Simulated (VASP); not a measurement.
# YB6 with LDA: from relaxation to properties

Wanted: the relaxed cell of YB6 and its properties. The steps: relaxing cell and atoms (LDA), second relaxation, single point with fields (LDA), band structure (LDA), density of states (LDA), zone-centre phonons (LDA), volume scan with LDA, fit for LDA and relaxing the atoms (LDA), changed input. The start is a computed cell from the Materials Project.

Method: LDA; plane waves and PAW (Y_sv, B), in VASP 6.6.1.

Report form: the programs' logs are mostly left out.

## Step 1: Starting point

Before any relaxation, the start is as follows. The structure is cubic, space group Pm-3m (No. 221). Conventional cell: a = 4.090 Å, b = 4.090 Å, c = 4.090 Å, α = 90.00°, β = 90.00°, γ = 90.00°. Nearest to Y lie 24 B at 3.00 Å. Nearest to B lie 6 B at 1.63 to 2.46 Å and 4 Y at 3.00 Å. Farther neighbours are not listed.

As a file:

```xyz
7
Lattice="4.0898 0.0000 0.0000 0.0000 4.0898 0.0000 0.0000 0.0000 4.0898" Properties=species:S:1:pos:R:3 pbc="T T T"
Y     0.0000    0.0000    0.0000
B     3.2765    2.0449    2.0449
B     0.8133    2.0449    2.0449
B     2.0449    2.0449    3.2765
B     2.0449    2.0449    0.8133
B     2.0449    0.8133    2.0449
B     2.0449    3.2765    2.0449
```

## Step 2: Relaxing cell and atoms (LDA)

The start need not lie at this functional's minimum. ISIF = 3 frees volume, shape and positions, and EDIFFG sets the threshold on forces and stress at which the search stops. LDA, the lowest rung, knows the local density alone.

File INCAR:

```
SYSTEM = YB6
PREC = Accurate
ENCUT = 420
EDIFF = 1E-06
NELM = 100
ISMEAR = 0
SIGMA = 0.05
LREAL = .FALSE.
ALGO = Normal
GGA = CA
NBANDS = 21
LASPH = .TRUE.
LORBIT = 11
LWAVE = .FALSE.
LCHARG = .FALSE.
KPAR = 4
IBRION = 2
NSW = 60
ISIF = 3
EDIFFG = -0.01
```

File POSCAR:

```
YB6
1.0
    4.0897680800      0.0000000000      0.0000000000
    0.0000000000      4.0897680800      0.0000000000
    0.0000000000      0.0000000000      4.0897680800
Y B
1 6
Direct
    0.0000000000      0.0000000000      0.0000000000
    0.8011341200      0.5000000000      0.5000000000
    0.1988658800      0.5000000000      0.5000000000
    0.5000000000      0.5000000000      0.8011341200
    0.5000000000      0.5000000000      0.1988658800
    0.5000000000      0.1988658800      0.5000000000
    0.5000000000      0.8011341200      0.5000000000
```

File KPOINTS:

```
Automatic mesh
0
Gamma
6 6 6
0 0 0
```

PAW data sets: Y_sv and B (LDA family, release 64).

On the command line:

```sh
$ mpirun -np 4 vasp_std
```

Run time: 23 s. Hardware: 4 MPI ranks of Intel Xeon 6975P-C (Granite Rapids), shared host; peak memory 0.64 GiB.

This run has no spin polarisation. Its electron count is odd, so without a moment it is a metal by construction. The run keeps the 48 symmetry operations of its start, so it cannot find a distortion of lower symmetry.

Step by step:

```
step  energy less that of the first step (eV)  largest force (eV/Å)  pressure (GPa)  volume (Å³)
   1                                   0.0000                0.1756           -6.14        68.41
   2                                  -0.0118                0.7070            4.48        64.77
   3                                  -0.0422                0.2775           -0.64        66.40
   4                                  -0.0329                0.5319            1.17        65.56
   5                                  -0.0460                0.0014           -0.04        66.10
```

```
conventional cell, symmetrised  before  after  change
                         a (Å)   4.090  4.043  -1.1 %
                         b (Å)   4.090  4.043  -1.1 %
                         c (Å)   4.090  4.043  -1.1 %
              volume (Å³/atom)    9.77   9.44  -3.4 %
```

Final coordinates:

```xyz
7
Lattice="4.0433 0.0000 0.0000 0.0000 4.0433 0.0000 0.0000 0.0000 4.0433" Properties=species:S:1:pos:R:3 pbc="T T T"
Y     0.0000    0.0000    0.0000
B     3.2386    2.0216    2.0216
B     0.8047    2.0216    2.0216
B     2.0216    2.0216    3.2386
B     2.0216    2.0216    0.8047
B     2.0216    0.8047    2.0216
B     2.0216    3.2386    2.0216
```

This step gave:

```
electrons                       : 29
bands                           : 21
irreducible k-points            : 20
symmetry operations             : 48
free energy (TOTEN)             : -54.6127 eV
energy at zero smearing         : -54.6121 eV
Fermi energy                    : 6.833 eV
pressure                        : -0.04408 GPa
metallic                        : yes
SCF cycles over all ionic steps : 48
```

It ends with a largest force of 0.001 eV/Å and a pressure of -0.04 GPa.

## Step 3: Second relaxation

The basis stayed that of the start cell while the cell moved. A rerun from the cell reached resets it; the error of the finite cutoff stays.

INCAR is that of step 2.

File POSCAR:

```
YB6
1.0
    4.0432794235      0.0000000000      0.0000000000
    0.0000000000      4.0432794235      0.0000000000
    0.0000000000      0.0000000000      4.0432794235
Y B
1 6
Direct
    0.0000000000      0.0000000000      0.0000000000
    0.8009732135      0.5000000000      0.5000000000
    0.1990267865      0.5000000000      0.5000000000
    0.5000000000      0.5000000000      0.8009732135
    0.5000000000      0.5000000000      0.1990267865
    0.5000000000      0.1990267865      0.5000000000
    0.5000000000      0.8009732135      0.5000000000
```

KPOINTS is that of step 2.

On the command line:

```sh
$ mpirun -np 4 vasp_std
```

Wall time 7.4 s (4 MPI ranks); peak memory 0.58 GiB; 25 s of CPU time.

Little changed from the start: no atom moved by 0.005 Å and no cell edge by 0.1 %.

Numbers from this step:

```
free energy (TOTEN)             : -54.6121 eV
energy at zero smearing         : -54.6115 eV
pressure                        : -0.03535 GPa
SCF cycles over all ionic steps : 16
```

It ends with a largest force of 0.001 eV/Å and a pressure of -0.04 GPa. The volume moved by under 0.01 %: the run met its threshold at the first step.

## Step 4: Single point with fields (LDA)

A single point on the relaxed cell gives a clean self-consistent state, with density, ELF and potential written out.

Changes to INCAR since step 3:

```diff
@@ -14,7 +14,5 @@
 LWAVE = .FALSE.
-LCHARG = .FALSE.
-KPAR = 4
-IBRION = 2
-NSW = 60
-ISIF = 3
-EDIFFG = -0.01
+LCHARG = .TRUE.
+ISIF = 2
+LELF = .TRUE.
+LVHAR = .TRUE.
```

POSCAR is that of step 3.

KPOINTS is that of step 3.

On the command line:

```sh
$ mpirun -np 4 vasp_std
```

Wall time 6.8 s (4 MPI ranks); peak memory 0.46 GiB; 24 s of CPU time.

This step gave:

| Property | Result |
| --- | --- |
| SCF cycles | 14 |
| bands | 24 |
| pressure | -0.03005 GPa |

Valence electrons inside each PAW sphere by angular momentum. Sphere charges, by row:

```
atom  s (e)  p (e)  d (e)  f (e)  tot (e)
  Y1  2.107  6.204  0.943  0.061    9.315
  B2  0.707  1.448      0      0    2.155
  B3  0.707  1.448      0      0    2.155
  B4  0.707  1.448      0      0    2.155
  B5  0.707  1.448      0      0    2.155
  B6  0.707  1.448      0      0    2.155
  B7  0.707  1.448      0      0    2.155
```

ELF in the ac plane at fractional y = 0.500, with atoms of B within 0.2 Å of it. It is the smooth field of the valence electrons, not physical close to the nuclei.

Ten even steps from '0' (0.02) to '9' (0.94), each cell a mean:
```
11236788875311
11245533455321
33456400156533
55568621477655
87458754687557
97225643564148
97002432341038
97104533452038
87457754676457
76568742588656
33466500256543
22345410245422
11236777775311
01237899985311
```
Columns run along a (4.0 Å), rows up along c (4.0 Å). Atoms in or near the plane, at fractional coordinates: B at (0.80, 0.50), B at (0.20, 0.50), B at (0.50, 0.80), B at (0.50, 0.20).

Valence density in the ac plane at fractional y = 0.500, with atoms of B within 0.2 Å of it. It is the smooth field of the valence electrons, not physical close to the nuclei.

Ten even steps from '0' (0.1 e/Å³) to '9' (1.1 e/Å³), each cell a mean:
```
00012589741000
00013577642100
00124554553210
12235776764321
44557777776544
77667765677567
99547754576479
88657755677578
55567777777555
22346777775432
11124654653211
00013565652100
00012589742000
00012589741000
```
Columns run along a (4.0 Å), rows up along c (4.0 Å). Atoms in or near the plane, at fractional coordinates: B at (0.80, 0.50), B at (0.20, 0.50), B at (0.50, 0.80), B at (0.50, 0.20).

Electrostatic potential energy in the ac plane at fractional y = 0.500, with atoms of B within 0.2 Å of it. With pseudopotentials it is smooth inside the atoms' cores, unlike the true potential.

Ten even steps from '_' (-30 eV) to '@' (1 eV), each cell a mean:
```
@@@@@@@@%%**::..--##@@@@@@@@
@@@@@@@@##::__::__==%%@@@@@@
@@@@@@@@##__==@@..::%%@@@@@@
@@@@%%%%##::__::__==%%%%%%@@
%%**--::++++::..==**==::==##
**::______++##****==__..__--
++__**%%__--####**..::@@::..
**__::--__==######::__==__::
%%++....--**==--++++::__::**
@@%%####**--______++######%%
@@@@@@%%##..--%%__::%%@@@@@@
@@@@@@@@##..::**__--%%@@@@@@
@@@@@@@@%%++____::**@@@@@@@@
@@@@@@@@@@%%**++**%%@@@@@@@@
```
Columns run along a (4.0 Å; values clipped at the 3rd and 97th percentile), rows up along c (4.0 Å). Atoms in or near the plane, at fractional coordinates: B at (0.80, 0.50), B at (0.20, 0.50), B at (0.50, 0.80), B at (0.50, 0.20).

In this run the pressure is -0.03 GPa, small enough to go on.

## Step 5: Band structure (LDA)

The mesh alone shows little of the dispersion and can miss band extrema, so KPOINTS_OPT adds a path through the symmetry points after the self-consistent cycle.

File INCAR:

```
SYSTEM = YB6
PREC = Accurate
ENCUT = 420
EDIFF = 1E-06
NELM = 100
ISMEAR = 0
SIGMA = 0.05
LREAL = .FALSE.
ALGO = Normal
GGA = CA
NBANDS = 32
LASPH = .TRUE.
LORBIT = 11
LWAVE = .FALSE.
LCHARG = .FALSE.
KPAR = 4
```

POSCAR is that of step 4.

KPOINTS is that of step 4.

File KPOINTS_OPT:

```
Line mode
12
Line-mode
Reciprocal
  0.00000000   0.00000000   0.00000000 GAMMA
  0.00000000   0.50000000   0.00000000 X

  0.00000000   0.50000000   0.00000000 X
  0.50000000   0.50000000   0.00000000 M

  0.50000000   0.50000000   0.00000000 M
  0.00000000   0.00000000   0.00000000 GAMMA

  0.00000000   0.00000000   0.00000000 GAMMA
  0.50000000   0.50000000   0.50000000 R

  0.50000000   0.50000000   0.50000000 R
  0.00000000   0.50000000   0.00000000 X

  0.50000000   0.50000000   0.00000000 M
  0.50000000   0.50000000   0.50000000 R
```

On the command line:

```sh
$ mpirun -np 4 vasp_std
```

The job ended after 16 s (4 MPI ranks; peak memory 0.69 GiB; 62 s of CPU time).

Numbers from this step:

```yaml
bands: 32
pressure: -0.02606 GPa
```

The electronic bands at the labelled points (eV, zero at the Fermi level; # counts the bands kept):

```
          point     #6     #7     #8     #9    #10   #11   #12   #13
              Γ  -7.08  -2.07  -2.07  -2.07   1.01  1.01  1.09  1.09
0.45 of the way  -5.23  -3.11  -3.11  -1.83  -1.37  1.48  1.84  1.84
              X  -4.00  -4.00  -3.45  -2.74  -1.39  1.21  1.21  1.49
0.55 of the way  -4.47  -4.40  -3.50  -3.23  -0.74  1.35  2.44  2.76
              M  -4.76  -4.76  -3.07  -3.07   1.59  1.59  1.87  2.34
0.45 of the way  -4.77  -4.36  -3.98  -2.88  -0.04  0.11  2.04  2.16
              Γ  -7.08  -2.07  -2.07  -2.07   1.01  1.01  1.09  1.09
0.45 of the way  -4.74  -4.51  -4.51  -3.56   0.96  0.96  2.24  2.33
              R  -6.02  -2.62  -2.62  -2.62   2.69  2.88  2.88  3.25
0.55 of the way  -5.39  -4.37  -3.75  -3.00   0.14  1.87  2.20  2.58
              X  -4.00  -4.00  -3.45  -2.74  -1.39  1.21  1.21  1.49
      jump to M  -4.76  -4.76  -3.07  -3.07   1.59  1.59  1.87  2.34
0.45 of the way  -5.42  -4.58  -2.77  -2.77   2.24  2.49  2.49  2.54
              R  -6.02  -2.62  -2.62  -2.62   2.69  2.88  2.88  3.25
```

Of the projections kept (Y, B), the largest for each band there; the rest of the weight can lie on other orbitals:

```
point      #6      #7      #8      #9     #10     #11     #12     #13
    Γ  B 0.90  B 0.78  B 0.78  B 0.78  Y 0.77  Y 0.77  B 0.91  B 0.91
    X  B 0.89  B 0.89  B 0.96  Y 0.67  B 0.97  Y 0.62  Y 0.62  Y 1.00
    M  B 0.77  B 0.77  B 0.99  B 0.99  B 0.66  B 0.66  Y 0.92  Y 0.92
    Γ  B 0.90  B 0.78  B 0.78  B 0.78  Y 0.77  Y 0.77  B 0.91  B 0.91
    R  B 0.79  B 0.99  B 0.99  B 0.99  Y 1.00  Y 1.00  Y 1.00  Y 0.87
    X  B 0.89  B 0.89  B 0.96  Y 0.67  B 0.97  Y 0.62  Y 0.62  Y 1.00
```

There is no gap at this level.

Of the bands kept, 1 crosses the Fermi level on this path.

## Step 6: Density of states (LDA)

Here the states are counted by energy and projected on the atoms. The mesh is finer than in the run before.

Changes to INCAR since step 5:

```diff
@@ -5,3 +5,3 @@
 NELM = 100
-ISMEAR = 0
+ISMEAR = -5
 SIGMA = 0.05
@@ -16 +16,2 @@
 KPAR = 4
+NEDOS = 2001
```

POSCAR is that of step 5.

File KPOINTS:

```
Automatic mesh
0
Gamma
8 8 8
0 0 0
```

On the command line:

```sh
$ mpirun -np 4 vasp_std
```

It took 13 s on 4 MPI ranks; peak memory 0.71 GiB; 50 s of CPU time.

With tetrahedra the forces and stress of a metal are not exact derivatives of the energy.

Numbers from this step:

* SCF cycles: 17
* irreducible k-points: 35
* free energy (TOTEN): -54.6281 eV
* Fermi energy: 6.810 eV
* pressure: -0.03973 GPa
* DOS at the Fermi level: 0.8292 states/eV/cell

The density of states has structure finer than the step of the table below, so its rows give means over 1 eV, whole bins alone (the curve runs from -12.0 to 2.83 eV). Peaks (eV: height): total -5.6: 3.79, -4.7: 4.51, -3.2: 3.88, 2.3: 5.86; B p -10.3: 0.698, -5.6: 1.75, -4.7: 2.21, -3.2: 2.67; Y d 2.3: 3.67; B s -10.3: 1.36, -9.6: 0.875, -5.7: 0.346, -4.4: 0.289; Y p -10.4: 0.0941, -9.6: 0.0724, -5.6: 0.152, -4.7: 0.0993.

States under -12.0 eV and over 2.8 eV are left out. Density of states against energy, zero at the Fermi level; means over each step; values in states/eV/cell:

```
energy (eV)  total    B p      Y d      B s      Y p      Y s
        -11  0.786  0.155  0.00597    0.299   0.0140   0.0204
        -10   2.48  0.529   0.0400    0.986   0.0669   0.0227
         -9   1.58  0.460   0.0345    0.547   0.0404  0.00268
         -8   1.27  0.475   0.0384    0.353   0.0189  0.00117
         -7   1.11  0.517   0.0396    0.179   0.0191  0.00852
         -6   2.53   1.15    0.102    0.273   0.0708   0.0320
         -5   2.44   1.19    0.145    0.161   0.0670  0.00954
         -4   2.71   1.52    0.130    0.164   0.0382  0.00468
         -3   2.60   1.72   0.0732   0.0880   0.0172  0.00533
         -2  0.589  0.285   0.0630   0.0104  0.00575  0.00146
         -1  0.484  0.121    0.144  0.00785  0.00107  0.00230
          0  0.794  0.183    0.267   0.0174  0.00505  0.00626
          1   1.66  0.334    0.623   0.0745   0.0352  0.00744
          2   3.84  0.458     2.18    0.162   0.0445   0.0479
```

The finer mesh and the other smearing move the Fermi level by -0.02 eV from the 6×6×6 run, a small shift, which tests the Fermi level alone. Of the states within 0.3 eV of the Fermi level, the largest shares in the PAW spheres are Y d 33 % and B p 23 %. The rest lies in smaller channels or between the spheres.

## Step 7: Zone-centre phonons (LDA)

Zone-centre modes test whether the atoms sit at a minimum within this cell. IBRION = 8 takes the force constants from linear response, which needs tightly converged orbitals.

File INCAR:

```
SYSTEM = YB6
PREC = Accurate
ENCUT = 420
EDIFF = 1E-08
NELM = 100
ISMEAR = 1
SIGMA = 0.2
LREAL = .FALSE.
ALGO = Normal
GGA = CA
NBANDS = 21
LASPH = .TRUE.
LORBIT = 11
LWAVE = .FALSE.
LCHARG = .FALSE.
KPAR = 4
IBRION = 8
ISIF = 2
```

POSCAR is that of step 6.

KPOINTS is that of step 6.

On the command line:

```sh
$ mpirun -np 4 vasp_std
```

Run time: 2.7 min. Hardware: 4 MPI ranks; peak memory 1.8 GiB.

Energies printed during the response cycles are not total energies of the cell.

This step gave:

- bands: 21
- pressure of the cell: -0.1033 GPa
- largest force of the cell: 0.02126 eV/Å
- Fermi energy: 6.768 eV

The modes at Γ (shares of kinetic energy by element, %):

```
mode  frequency (cm⁻¹)  symmetry  Y %  B %
   1              -0.3  acoustic   58   42
   2              -0.3  acoustic   58   42
   3              -0.3  acoustic   58   42
   4             113.5       T1u   42   58
   5             113.5       T1u   42   58
   6             113.5       T1u   42   58
   7             532.0       T2u    0  100
   8             532.0       T2u    0  100
   9             532.0       T2u    0  100
  10             556.5       T1g    0  100
  11             556.5       T1g    0  100
  12             556.5       T1g    0  100
  13             738.5       T2g    0  100
  14             738.5       T2g    0  100
  15             738.5       T2g    0  100
  16             899.4       T1u    0  100
  17             899.4       T1u    0  100
  18             899.4       T1u    0  100
  19            1231.2        Eg    0  100
  20            1231.2        Eg    0  100
  21            1390.5       A1g    0  100
```

Displacements in mode 6 (113.5 cm⁻¹), the largest set to 1:
```
Y1  -0.01  0.00  0.71
B2   0.01  0.00 -0.96
B3   0.01  0.00 -0.96
B4   0.01  0.00 -1.00
B5   0.01  0.00 -1.00
B6   0.01  0.00 -0.96
B7   0.01  0.00 -0.96
```

Displacements in mode 15 (738.5 cm⁻¹), the largest set to 1:
```
Y1   0.00  0.00  0.00
B2   0.00 -0.03  1.00
B3   0.00  0.03 -1.00
B4   1.00  0.00  0.00
B5  -1.00  0.00  0.00
B6   0.03  0.00  0.00
B7  -0.03  0.00  0.00
```

The three acoustic modes lie within 0.3 cm⁻¹ of zero, and all others are real. By the characters of their eigenvectors the optical modes sort into (cm⁻¹) Raman active: T2g 739, Eg 1231, A1g 1390; infrared active: T1u 113, T1u 899; silent: T2u 532, T1g 557. With a centre of inversion no mode is active in both.

## Step 8: Volume scan with LDA, volume scale 0.94

An equation of state needs energies on both sides of the minimum, all on one mesh and cutoff.

File INCAR:

```
SYSTEM = YB6
PREC = Accurate
ENCUT = 420
EDIFF = 1E-06
NELM = 100
ISMEAR = 0
SIGMA = 0.05
LREAL = .FALSE.
ALGO = Normal
GGA = CA
NBANDS = 21
LASPH = .TRUE.
LORBIT = 11
LWAVE = .FALSE.
LCHARG = .FALSE.
KPAR = 4
ISIF = 2
```

Changes to POSCAR since step 7:

```diff
@@ -2,5 +2,5 @@
 1.0
-    4.0432794235      0.0000000000      0.0000000000
-    0.0000000000      4.0432794235      0.0000000000
-    0.0000000000      0.0000000000      4.0432794235
+    3.9607403569      0.0000000000      0.0000000000
+    0.0000000000      3.9607403569      0.0000000000
+    0.0000000000      0.0000000000      3.9607403569
 Y B
```

File KPOINTS:

```
Automatic mesh
0
Gamma
6 6 6
0 0 0
```

On the command line:

```sh
$ mpirun -np 4 vasp_std
```

The job ended after 6.8 s (4 MPI ranks; peak memory 0.6 GiB).

The scan keeps the cell's shape and the fractional positions fixed.

Numbers from this step:

* SCF cycles: 14
* irreducible k-points: 20
* free energy (TOTEN): -54.4580 eV
* energy at zero smearing: -54.4574 eV
* Fermi energy: 7.34 eV
* pressure: 13.00 GPa

Force by atom:

```
atom  x (eV/Å)  y (eV/Å)  z (eV/Å)   size
  Y1     0.000     0.000     0.000  0.000
  B2     0.261     0.000     0.000  0.261
  B3    -0.261     0.000     0.000  0.261
  B4     0.000     0.000     0.261  0.261
  B5     0.000     0.000    -0.261  0.261
  B6     0.000    -0.261     0.000  0.261
  B7     0.000     0.261     0.000  0.261
```

The pressure here is 13.00 GPa.

## Step 9: Volume scan with LDA, volume scale 0.96

INCAR is that of step 8.

Changes to POSCAR since step 8:

```diff
@@ -2,5 +2,5 @@
 1.0
-    3.9607403569      0.0000000000      0.0000000000
-    0.0000000000      3.9607403569      0.0000000000
-    0.0000000000      0.0000000000      3.9607403569
+    3.9886338137      0.0000000000      0.0000000000
+    0.0000000000      3.9886338137      0.0000000000
+    0.0000000000      0.0000000000      3.9886338137
 Y B
```

KPOINTS is that of step 8.

On the command line:

```sh
$ mpirun -np 4 vasp_std
```

The job ended after 6.6 s (4 MPI ranks; peak memory 0.59 GiB; 22 s of CPU time).

Numbers from this step:

| Quantity | Value |
| --- | --- |
| free energy (TOTEN) | -54.5457 eV |
| energy at zero smearing | -54.5451 eV |
| Fermi energy | 7.165 eV |
| pressure | 8.248 GPa |

Force by atom:

```
atom  x (eV/Å)  y (eV/Å)  z (eV/Å)   size
  Y1     0.000     0.000     0.000  0.000
  B2     0.169     0.000     0.000  0.169
  B3    -0.169     0.000     0.000  0.169
  B4     0.000     0.000     0.169  0.169
  B5     0.000     0.000    -0.169  0.169
  B6     0.000    -0.169     0.000  0.169
  B7     0.000     0.169     0.000  0.169
```

The pressure falls from 13.00 to 8.25 GPa.

The run ends at a pressure of 8.25 GPa, with forces up to 0.17 eV/Å.

## Step 10: Volume scan with LDA, volume scale 0.98

INCAR is that of step 9.

Changes to POSCAR since step 9:

```diff
@@ -2,5 +2,5 @@
 1.0
-    3.9886338137      0.0000000000      0.0000000000
-    0.0000000000      3.9886338137      0.0000000000
-    0.0000000000      0.0000000000      3.9886338137
+    4.0161425023      0.0000000000      0.0000000000
+    0.0000000000      4.0161425023      0.0000000000
+    0.0000000000      0.0000000000      4.0161425023
 Y B
```

KPOINTS is that of step 9.

On the command line:

```sh
$ mpirun -np 4 vasp_std
```

It took 6 s on 4 MPI ranks; peak memory 0.6 GiB; 20 s of CPU time.

The pressure falls from 8.25 to 3.93 GPa.

The run ends at a pressure of 3.93 GPa, with forces up to 0.083 eV/Å.

(Part 1 of 2 ends here.)

[Lines on the potential files, build, host, timing and source positions are cut from VASP's logs without a mark.]

[Logs are printed without paths, hosts, clocks, repeated set-up lines and the standing remarks that a program may print on its own settings, such as how far it seeks lower states.]

[Hosts, paths, dates, database ids (printed as entryN), source tags and the programs' standing remarks are cut or masked in the printed files.]

[A measured line is paired with the nearest computed mode of its activity, which favours agreement.]
